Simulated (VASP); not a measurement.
Energy against volume of Ni3Si (L1_2). These are PBEsol GGA, VASP's PBE PAW potentials (set 64) (plane waves; VASP 6.6.1) values and carry that method's errors. Settings: 520 eV cut-off, 9×9×9 Γ-centred mesh, first-order Methfessel-Paxton smearing of 0.10 eV, potentials Si Ni.

```csv
V (Å³/atom),E (eV/atom)
10.070,-6.56619
10.381,-6.57298
10.693,-6.56592
11.004,-6.54721
```

Problem. Fit these four points and predict the energy of the run at 9.758 Å³/atom.

Solution. A cubic in V^(−2/3), the third-order Birch-Murnaghan form, passes through the four points with V0 = 10.37 Å³/atom and B0 = 238 GPa, and gives -6.5430 eV/atom there. The run gave -6.5429 eV/atom, +0.0 meV/atom from the fit; all five points give B0 = 238 GPa.

The compound is Ni3Si in the L1_2 structure. It was relaxed first. The run is not spin-polarised, so no magnetic state was tried.
